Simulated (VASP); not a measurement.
```xyz
2
Lattice="2.4423 0.0000 0.0000 0.0000 2.4423 0.0000 0.0000 0.0000 2.4423" Properties=species:S:1:pos:R:3 pbc="T T T"
Si     0.0000     0.0000     0.0000
C      1.2211     1.2211     1.2211
```

These are PBE GGA, VASP's PBE PAW potentials (set 64) (plane waves; VASP) values and carry that method's errors. Settings: 400 eV cut-off, 11×11×11 Γ-centred mesh, Fermi-Dirac smearing of 0.14 eV, potentials Si C.

Give the energies of bands 1 to 7 at the high-symmetry points, in eV from the Fermi level.

```json
[
 {"band": "1", "Γ": "-20.35", "X": "-15.51", "M": "-10.93", "R": "-6.64"},
 {"band": "2", "Γ": "-1.40", "X": "-13.94", "M": "-9.82", "R": "-5.90"},
 {"band": "3", "Γ": "-1.40", "X": "0.86", "M": "-9.82", "R": "-5.90"},
 {"band": "4", "Γ": "-1.40", "X": "0.86", "M": "-5.58", "R": "-5.90"},
 {"band": "5", "Γ": "4.41", "X": "7.53", "M": "2.95", "R": "-1.97"},
 {"band": "6", "Γ": "4.41", "X": "8.46", "M": "10.92", "R": "-1.97"},
 {"band": "7", "Γ": "4.72", "X": "9.08", "M": "10.92", "R": "-1.97"}
]
```

It has no gap at this level: it comes out as a metal or semimetal.

The structure was generated: SiC was put into an ordered model structure, which need not be its known phase. The cell was not relaxed at this level.
